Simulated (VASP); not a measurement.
Wanted: the native input for a VASP 6.6.1 run.

```
Task                   : single point
Functional             : PBE
Potentials or basis    : VASP PAW PBE potentials, release 64 (Al, W_sv)
Cutoff                 : 520 eV
k mesh                 : 2 × 3 × 1
Occupations            : gaussian, width 0.15 eV
Spin                   : no spin polarisation
Dipole correction      : no
Further INCAR settings : LREAL = Auto; ALGO = Fast; EDIFF = 1e-07; NBANDS = 45
```

The structure of Al16W lies in POSCAR:

```
Al16W
1.0
    8.1000000000      0.0000000000      0.0000000000
    0.0000000000      5.7275650000      0.0000000000
    0.0000000000      0.0000000000     16.2956740000
Al W
16 1
Direct
    0.2500000000      0.2499999564      0.0613659797
    0.7500000000      0.2499999564      0.0613659797
    0.2500000000      0.7500000436      0.0613659797
    0.7500000000      0.7500000436      0.0613659797
    0.0007398765     -0.0099838238      0.1442642385
    0.4980318519     -0.0266022297      0.1477404985
   -0.0101191358      0.5005310285      0.1407145234
    0.5065561728      0.4877447921      0.1383756204
    0.2579954321      0.2090411894      0.2192605228
    0.7520014815      0.2563983124      0.2305934078
    0.2419583951      0.6917548731      0.2313912269
    0.7483737037      0.7909567155      0.2374411147
    0.0314834568      0.0303753864      0.3208747303
    0.4013734568     -0.0277564724      0.3443930579
   -0.0355698765      0.5332059959      0.3165365851
    0.5247066667      0.5111189485      0.3102821031
    0.2441616049      0.3784955736      0.3594416530
```

The cell was built by a generator and needn't be a form met in nature.

These files were run (other wordings do the same):

INCAR

```
ALGO = Fast ; EDIFF = 1E-7
ENCUT = 520 ; GGA = PE
ISIF = 2 ; ISMEAR = 0
LASPH = True ; LCHARG = False
LREAL = Auto ; LWAVE = False
NBANDS = 45 ; NELM = 100
PREC = Accurate ; SIGMA = 0.15
```

KPOINTS

```
k-points
0
Gamma
  2 3 1
```

Potentials or basis: VASP PAW PBE potentials, release 64 (Al, W_sv).

Launch:

```console
$ cat potpaw_PBE.64/Al/POTCAR potpaw_PBE.64/W_sv/POTCAR > POTCAR
$ mpirun -np 1 vasp_std > vasp.out
```

Results of the run:

```json
{"Largest force": "0.410 eV/Å", "Band gap on the k mesh": "0.12 eV, indirect (least direct gap 0.13 eV)"}
```

Caveat: spin-orbit coupling is left out, which moves the levels of the heavy elements.

It took 3.6 min on 1 thread of Intel(R) Xeon(R) 6975P-C (Granite Rapids), with other jobs on the host, peak memory 0.73 GiB.
